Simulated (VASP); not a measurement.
# Lu3AlN4 in VASP: notebook, part 2 of 3

VASP 6.6.1. Earlier steps stand in the parts before.

## 4. Relaxation of cell and atoms, PBE

This run uses another cell than the first one, of 13.64 Å³/atom, 0.864 times its volume.

Input file INCAR:

```
ALGO = Fast
EDIFF = 1E-4
EDIFFG = -0.08
ENCUT = 520
GGA = PE
IBRION = 2
ISIF = 3
ISMEAR = 0
KPAR = 4
LASPH = True
LCHARG = False
LREAL = False
LWAVE = False
NELM = 60
NSW = 24
PREC = Normal
SIGMA = 0.15
```

Input file KPOINTS:

```
k-points
0
Gamma
  4 4 4
```

Input file POSCAR:

```
Lu3AlN4
1.0
   -2.3467788700      2.3467788700      4.9542740200
    2.3467788700     -2.3467788700      4.9542740200
    2.3467788700      2.3467788700     -4.9542740200
Lu Al N
3 1 4
Direct
    0.5000000000      0.5000000000      0.0000000000
    0.2500000000      0.7500000000      0.5000000000
    0.7500000000      0.2500000000      0.5000000000
    0.0000000000      0.0000000000      0.0000000000
    0.0000000000      0.5000000000      0.5000000000
    0.7778589700      0.7778589700      0.0000000000
    0.5000000000      0.0000000000      0.5000000000
    0.2221410300      0.2221410300      0.0000000000
```

Started as:

```
$ cat potpaw_PBE.64/Lu/POTCAR potpaw_PBE.64/Al/POTCAR potpaw_PBE.64/N/POTCAR > POTCAR
$ mpirun -np 4 vasp_std > vasp.out
```

It took 7.3 min on 4 MPI ranks of Intel Xeon 6975P-C (Granite Rapids), shared host; peak memory 0.28 GiB.

Results (log left out):

```yaml
Free_energy: -62.1145 eV
Relaxed_volume: 12.60 Å³/atom
Relaxed_cell: a = 5.650 Å, b = 5.650 Å, c = 5.650 Å, α = 130.90°, β = 130.90°, γ = 71.98°
Space_group_after_relaxing_to_0.05_Å: I4/mmm (No. 139)
Energy_gained_by_relaxing: 82.8 meV/atom
Ionic_steps: 24
Pressure_after_relaxing: 0.5 GPa
Largest_force_after_relaxing: 0.011 eV/Å
Band_gap_on_the_k_mesh: 0.35 eV, direct
```

Forces in eV/Å, atoms in the order of the input:
```
Lu   0.000  0.000  0.000
Lu   0.000  0.000  0.000
Lu   0.000  0.000  0.000
Al   0.000  0.000  0.000
N    0.000  0.000  0.000
N    0.000  0.000 -0.011
N    0.000  0.000  0.000
N    0.000  0.000  0.011
```

Step by step:
| step | energy change (eV) | largest force (eV/Å) | pressure (GPa) | volume (Å³) |
| --- | --- | --- | --- | --- |
| 1 | 0.0000 | 0.4807 | -11.50 | 109.14 |
| 2 | 17.2451 | 0.8600 | 411.56 | 94.31 |
| 3 | 14.6181 | 0.3090 | -125.00 | 108.61 |
| 4 | 0.2424 | 0.4495 | -8.28 | 104.74 |
| 5 | -0.0807 | 0.4403 | -6.76 | 104.40 |
| 6 | -0.4830 | 0.5368 | -1.11 | 99.28 |
| 7 | -0.4459 | 0.5503 | 6.62 | 96.78 |
| 8 | -0.4793 | 0.5321 | 9.79 | 98.04 |
| 9 | -0.4869 | 0.5190 | 8.96 | 98.84 |
| 10 | -0.4864 | 0.5289 | 3.07 | 99.09 |
| 11 | -0.6289 | 0.4312 | 2.66 | 99.19 |
| 12 | -0.5890 | 0.2965 | 3.32 | 99.17 |
| 13 | -0.6279 | 0.4004 | 2.86 | 99.19 |
| 14 | -0.6290 | 0.4149 | 2.74 | 99.19 |
| 15 | -0.6294 | 0.4245 | 2.67 | 99.19 |
| 16 | -0.6446 | 0.2287 | -1.87 | 102.02 |
| 17 | -0.6507 | 0.2945 | -1.52 | 101.00 |
| 18 | -0.6500 | 0.3164 | -1.56 | 100.68 |
| 19 | -0.6432 | 0.3671 | 0.38 | 99.93 |
| 20 | -0.6484 | 0.3312 | -0.05 | 100.41 |
| 21 | -0.6494 | 0.3155 | 0.54 | 100.55 |
| 22 | -0.6498 | 0.3085 | 0.44 | 100.64 |
| 23 | -0.6553 | 0.2330 | 0.11 | 100.67 |
| 24 | -0.6621 | 0.0111 | 0.54 | 100.77 |

Final structure:
```yaml
crystal:
  lattice:
    - [-2.34752, 2.34752, 4.57135]
    - [2.34752, -2.34752, 4.57135]
    - [2.34752, 2.34752, -4.57135]
  atoms:
    - { symbol: Lu, position: [0.50000, 0.50000, 0.00000] }
    - { symbol: Lu, position: [0.25000, 0.75000, 0.50000] }
    - { symbol: Lu, position: [0.75000, 0.25000, 0.50000] }
    - { symbol: Al, position: [0.00000, 0.00000, 0.00000] }
    - { symbol: N, position: [0.00000, 0.50000, 0.50000] }
    - { symbol: N, position: [0.76780, 0.76780, 0.00000] }
    - { symbol: N, position: [0.50000, 0.00000, 0.50000] }
    - { symbol: N, position: [0.23220, 0.23220, 0.00000] }
```

Levels at points of the mesh, in eV from the valence-band top:
```
           k point  band 46  band 47  band 48  band 49  band 50  band 51  band 52  band 53
(0.00, 0.00, 0.00)    -0.79    -0.04    -0.04     0.00     0.35     1.87     3.19     3.19
(0.50, 0.00, 0.00)    -1.76    -1.39    -1.25    -1.08     2.28     4.15     4.22     4.54
(0.50, 0.50, 0.00)    -2.64    -2.07    -1.40    -1.25     4.41     4.65     4.88     5.10
(0.50, 0.50, 0.50)    -0.70    -0.65    -0.65    -0.34     0.49     0.49     1.21     2.48
```

Caveat: the k mesh is coarse (spacing up to 0.47 Å⁻¹), so the values aren't converged; spin-orbit coupling is left out, which moves the levels of the heavy elements; the relaxation stopped at a loose force limit of 0.08 eV/Å, so its end isn't a converged minimum.

## 5. Relaxation of cell and atoms, PBE

This run uses another cell than the first one, of 17.01 Å³/atom, 1.078 times its volume.

Edit INCAR of step 4 so:

```diff
@@ -8,3 +8,2 @@
 ISMEAR = 0
-KPAR = 4
 LASPH = True
```

Input file KPOINTS:

```
k-points
0
Gamma
  3 3 3
```

Input file POSCAR:

```
Lu3AlN4
1.0
    5.1439880600      0.0000000000      0.0000000000
    0.0000000000      5.1439880600      0.0000000000
    0.0000000000      0.0000000000      5.1439880600
Lu Al N
3 1 4
Direct
    0.5000000000      0.0000000000      0.0000000000
    0.0000000000      0.5000000000      0.0000000000
    0.0000000000      0.0000000000      0.5000000000
    0.0000000000      0.0000000000      0.0000000000
    0.2372000100      0.2372000100      0.2372000100
    0.2372000100      0.7627999900      0.7627999900
    0.7627999900      0.7627999900      0.2372000100
    0.7627999900      0.2372000100      0.7627999900
```

Potentials or basis: VASP PAW PBE potentials, release 64 (Lu, Al, N).

Started as:

```
$ cat potpaw_PBE.64/Lu/POTCAR potpaw_PBE.64/Al/POTCAR potpaw_PBE.64/N/POTCAR > POTCAR
$ mpirun -np 4 vasp_std > vasp.out
```

OUTCAR:

```text
EDIFF = 1E-4
   EDIFFG = -0.08
   ENCUT = 520
   GGA = PE
   IBRION = 2
   ISIF = 3
   ISMEAR = 0
   LASPH = True
   LREAL = False
   NELM = 60
   NSW = 24
   PREC = Normal

 ion  position               nearest neighbor table
   1  0.500  0.000  0.000-   5 2.19   6 2.19   7 2.19   8 2.19   4 2.57   4 2.57   2 3.64   3 3.64
                             2 3.64   2 3.64   3 3.64   3 3.64   3 3.64   2 3.64
   2  0.000  0.500  0.000-   5 2.19   6 2.19   7 2.19   8 2.19   4 2.57   4 2.57   1 3.64   3 3.64
                             1 3.64   3 3.64   3 3.64   3 3.64   1 3.64   1 3.64
   3  0.000  0.000  0.500-   5 2.19   6 2.19   7 2.19   8 2.19   4 2.57   4 2.57   1 3.64   1 3.64
                             2 3.64   2 3.64   2 3.64   2 3.64   1 3.64   1 3.64
   4  0.000  0.000  0.000-   5 2.11   6 2.11   7 2.11   8 2.11   2 2.57   3 2.57   1 2.57   3 2.57
                             2 2.57   1 2.57
   5  0.237  0.237  0.237-   4 2.11   2 2.19   3 2.19   1 2.19
   6  0.237  0.763  0.763-   4 2.11   2 2.19   3 2.19   1 2.19
   7  0.763  0.763  0.237-   4 2.11   2 2.19   3 2.19   1 2.19
   8  0.763  0.237  0.763-   4 2.11   2 2.19   3 2.19   1 2.19

  LATTYP: Found a simple cubic cell.
 ALAT       =     5.1439880600

  Lattice vectors:

 A1 = (   5.1439880600,   0.0000000000,   0.0000000000)
 A2 = (   0.0000000000,   5.1439880600,   0.0000000000)
 A3 = (   0.0000000000,   0.0000000000,   5.1439880600)

Analysis of symmetry for initial positions (statically):
=====================================================================
 Subroutine PRICEL returns:
 Original cell was already a primitive cell.

 Routine SETGRP: Setting up the symmetry group for a
 simple cubic supercell.

 Subroutine GETGRP returns: Found 24 space group operations
 (whereof 24 operations were pure point group operations)
 out of a pool of 48 trial point group operations.

The static configuration has the point symmetry T_d .

Analysis of symmetry for dynamics (positions and initial velocities):
=====================================================================
 Subroutine PRICEL returns:
 Original cell was already a primitive cell.

 Routine SETGRP: Setting up the symmetry group for a
 simple cubic supercell.

 Subroutine GETGRP returns: Found 24 space group operations
 (whereof 24 operations were pure point group operations)
 out of a pool of 48 trial point group operations.

The dynamic configuration has the point symmetry T_d .

 Subroutine INISYM returns: Found 24 space group operations
 (whereof 24 operations are pure point group operations),
 and found     1 'primitive' translations

----------------------------------------------------------------------------------------

                                     Primitive cell

  volume of cell :     136.1131

  direct lattice vectors                    reciprocal lattice vectors
     5.143988060  0.000000000  0.000000000     0.194401695  0.000000000  0.000000000
     0.000000000  5.143988060  0.000000000     0.000000000  0.194401695  0.000000000
     0.000000000  0.000000000  5.143988060     0.000000000  0.000000000  0.194401695

  length of vectors
     5.143988060  5.143988060  5.143988060     0.194401695  0.194401695  0.194401695

  position of ions in fractional coordinates (direct lattice)
     0.500000000  0.000000000  0.000000000
     0.000000000  0.500000000  0.000000000
     0.000000000  0.000000000  0.500000000
     0.000000000  0.000000000  0.000000000
     0.237200010  0.237200010  0.237200010
     0.237200010  0.762799990  0.762799990
     0.762799990  0.762799990  0.237200010
     0.762799990  0.237200010  0.762799990

  ion indices of the primitive-cell ions
   primitive index   ion index
                 1           1
                 2           2
                 3           3
                 4           4
                 5           5
                 6           6
                 7           7
                 8           8

----------------------------------------------------------------------------------------

 KPOINTS: k-points

Automatic generation of k-mesh.
 Grid dimensions read from file:
 generate k-points for:    3    3    3

 Generating k-lattice:

  Cartesian coordinates                     Fractional coordinates (reciprocal lattice)
     0.064800565  0.000000000  0.000000000     0.333333333  0.000000000  0.000000000
     0.000000000  0.064800565  0.000000000     0.000000000  0.333333333  0.000000000
     0.000000000  0.000000000  0.064800565     0.000000000  0.000000000  0.333333333

  Length of vectors
     0.064800565  0.064800565  0.064800565

  Shift w.r.t. Gamma in fractional coordinates (k-lattice)
     0.000000000  0.000000000  0.000000000

 Subroutine IBZKPT returns following result:
 ===========================================

 Found      4 irreducible k-points:

 Following reciprocal coordinates:
            Coordinates               Weight
  0.000000  0.000000  0.000000      1.000000
  0.333333  0.000000  0.000000      6.000000
  0.333333  0.333333  0.000000     12.000000
  0.333333  0.333333  0.333333      8.000000
   k-points           NKPTS =      4   k-points in BZ     NKDIM =      4   number of bands    NBANDS=     60
   number of dos      NEDOS =    301   number of ions     NIONS =      8
   total plane-waves  NPLWV =  27000
   dimension x,y,z NGX =    30 NGY =   30 NGZ =   30
   dimension x,y,z NGXF=    60 NGYF=   60 NGZF=   60
   ions per type =               3   1   4
   NGX,Y,Z   is equivalent  to a cutoff of   9.70,  9.70,  9.70 a.u.
   NGXF,Y,Z  is equivalent  to a cutoff of  19.39, 19.39, 19.39 a.u.
 SYSTEM =  unknown system
   PREC   = normal    normal or accurate (medium, high low for compatibility)
   ISTART =      0    job   : 0-new  1-cont  2-samecut
   ICHARG =      2    charge: 1-file 2-atom 10-const
   ISPIN  =      1    spin polarized calculation?
   LNONCOLLINEAR =      F non collinear calculations
   LSORBIT =      F    spin-orbit coupling
   LASPH  =      T    aspherical Exc in radial PAW
   ENCUT  =  520.0 eV  38.22 Ry    6.18 a.u.   9.56  9.56  9.56*2*pi/ulx,y,z
   NELM   =     60;   NELMIN=  2; NELMDL= -5     # of ELM steps
   EDIFF  = 0.1E-03   stopping-criterion for ELM
   LREAL  =      F    real-space projection
   EDIFFG = -.8E-01   stopping-criterion for IOM
   NSW    =     24    number of steps for IOM
   IBRION =      2    ionic relax: 0-MD 1-quasi-New 2-CG
   NFREE  =      1    steps in history (QN), initial steepest desc. (CG)
   ISIF   =      3    stress and relaxation
   ISYM   =      2    0-nonsym 1-usesym 2-fastsym
   POTIM  = 0.5000    time-step for ionic-motion
   TEBEG  =    0.0;   TEEND  =   0.0 temperature during run
   PSTRESS=    0.0 pullay stress
   NELECT =      98.0000    total number of electrons
   NUPDOWN=      -1.0000    fix difference up-down
   EMIN   =  10.00;   EMAX   =-10.00  energy-range for DOS
   EFERMI =   0.00;   METHOD = LEGACY
   ISMEAR =     0;   SIGMA  =   0.15  broadening in eV -4-tet -1-fermi 0-gaus
   EFERMI_NEDOS =   21; number of points for ismear=-14 and -15
   IALGO  =     68    algorithm
   IMIX   =      4    mixing-type and parameters
     AMIX     =   0.40;   BMIX     =  1.00
     AMIX_MAG =   1.60;   BMIX_MAG =  1.00
  volume/ion in A,a.u.               =      17.01       114.82
  Fermi-wavevector in a.u.,A,eV,Ry     =   1.467293  2.772782 29.292654  2.152949
  Thomas-Fermi vector in A             =   2.582928
   LORBIT       =      0    0 simple, 1 ext, 2 COOP (PROOUT), +10 PAW based schemes
   GGA     = PE    functional components
   LHFCALC =     F    Hartree Fock is set to
   AEXX    =    0.0000 exact exchange contribution
   IVDW    =     0    specifies the selected vdW correction
   LEPSILON=     F    determine dielectric tensor
   LRPA    =     F    only Hartree local field effects (RPA)
 conjugate gradient relaxation of ions
 non-spin polarized calculation
 RMM-DIIS sequential band-by-band and
 Gauss-broadening in eV      SIGMA  =   0.15
  energy-cutoff  :      520.00
  volume of cell :      136.11
 maximum number of plane-waves:      3743
   NGX = 19   NGY = 19   NGZ = 19

--------------------------------------- Ionic step        1  -------------------------------------------

 number of electron      98.0000011 magnetization

 Free energy of the ion-electron system (eV)
  ---------------------------------------------------
  ext. energy  EPLUGINS =         0.00000000
  ---------------------------------------------------
  free energy    TOTEN  =       -55.88490978 eV

  energy without entropy =      -55.88490978  energy(sigma->0) =      -55.88490978

 E-fermi :   1.6788     XC(G=0): -10.0529

 val. band max:        0.9368683736   @ k =   0.0000   0.0000   0.0000
 cond. band min:       5.5789772351   @ k =   0.0000   0.0000   0.0000
 fundamental gap:      4.6421088615
 Fermi energy:         1.6788085601

 k-point     1 :       0.0000    0.0000    0.0000
  band No.  band energies     occupation
      1     -52.6335      2.00000
      2     -52.6135      2.00000
      3     -52.6135      2.00000
      4     -23.8811      2.00000
      5     -23.8811      2.00000
      6     -23.8811      2.00000
[... 490 lines left out ...]
  energy  without entropy=      -58.9814462685  energy(sigma->0) =      -58.98144627

--------------------------------------- Ionic step        7  -------------------------------------------

 number of electron      97.9999634 magnetization

 Free energy of the ion-electron system (eV)
  ---------------------------------------------------
  ext. energy  EPLUGINS =         0.00000000
  ---------------------------------------------------
  free energy    TOTEN  =       -59.42026997 eV

  energy without entropy =      -59.42026997  energy(sigma->0) =      -59.42026997

 E-fermi :   0.7111     XC(G=0):  -8.8094

 val. band max:       -0.0145405439   @ k =   0.0000   0.0000   0.0000
 cond. band min:       2.2482921843   @ k =   0.0000   0.0000   0.0000
 fundamental gap:      2.2628327282
 Fermi energy:         0.7111327028

 k-point     1 :       0.0000    0.0000    0.0000
  band No.  band energies     occupation
      1     -54.0351      2.00000
      2     -54.0283      2.00000
      3     -54.0283      2.00000
      4     -24.9251      2.00000
      5     -24.9251      2.00000
      6     -24.9251      2.00000
[... 276 lines left out ...]
  FREE ENERGIE OF THE ION-ELECTRON SYSTEM (eV)
  ---------------------------------------------------
  free  energy   TOTEN  =       -59.4202699732 eV

  energy  without entropy=      -59.4202699732  energy(sigma->0) =      -59.42026997

 reached required accuracy - stopping structural energy minimisation
```

Run time: 52 s. Hardware: 4 MPI ranks of Intel Xeon 6975P-C (Granite Rapids), shared host; peak memory 0.14 GiB.

Results:

```
Free energy                            : -59.4203 eV
Relaxed volume                         : 21.05 Å³/atom
Relaxed cell                           : a = 5.522 Å, b = 5.522 Å, c = 5.522 Å, α = 90.00°, β = 90.00°, γ = 90.00°
Space group after relaxing (to 0.05 Å) : P-43m (No. 215)
Energy gained by relaxing              : 441.9 meV/atom
Ionic steps                            : 7
Pressure after relaxing                : 0.2 GPa
Largest force after relaxing           : 0.040 eV/Å
Band gap on the k mesh                 : 2.26 eV, direct
```

Forces in eV/Å, atoms in the order of the input:
```
Lu   0.000  0.000  0.000
Lu   0.000  0.000  0.000
Lu   0.000  0.000  0.000
Al   0.000  0.000  0.000
N    0.023  0.023  0.023
N    0.023 -0.023 -0.023
N   -0.023 -0.023  0.023
N   -0.023  0.023 -0.023
```

Step by step:
```
step  energy change (eV)  largest force (eV/Å)  pressure (GPa)  volume (Å³)
   1              0.0000                3.0429            8.89       136.11
   2             -2.2946                2.5484           -0.19       155.57
   3             -2.8756                2.1233           -4.20       166.79
   4             -2.7444                0.8754          -10.56       190.83
   5             -3.0530                1.7019           -5.91       174.97
   6             -3.0965                2.3177            6.35       163.07
   7             -3.5354                0.0403            0.19       168.41
```

Final structure:
```yaml
crystal:
  lattice:
    - [5.52230, 0.00000, 0.00000]
    - [0.00000, 5.52230, 0.00000]
    - [0.00000, 0.00000, 5.52230]
  atoms:
    - { symbol: Lu, position: [0.50000, 0.00000, 0.00000] }
    - { symbol: Lu, position: [0.00000, 0.50000, 0.00000] }
    - { symbol: Lu, position: [0.00000, 0.00000, 0.50000] }
    - { symbol: Al, position: [0.00000, 0.00000, 0.00000] }
    - { symbol: N, position: [0.19650, 0.19650, 0.19650] }
    - { symbol: N, position: [0.19650, 0.80350, 0.80350] }
    - { symbol: N, position: [0.80350, 0.80350, 0.19650] }
    - { symbol: N, position: [0.80350, 0.19650, 0.80350] }
```

Caveat: the volume moved by over 15 % at a fixed basis, so the end points are rough; spin-orbit coupling is left out, which moves the levels of the heavy elements; the relaxation stopped at a loose force limit of 0.08 eV/Å, so its end isn't a converged minimum.

[end of part 2 of 3]
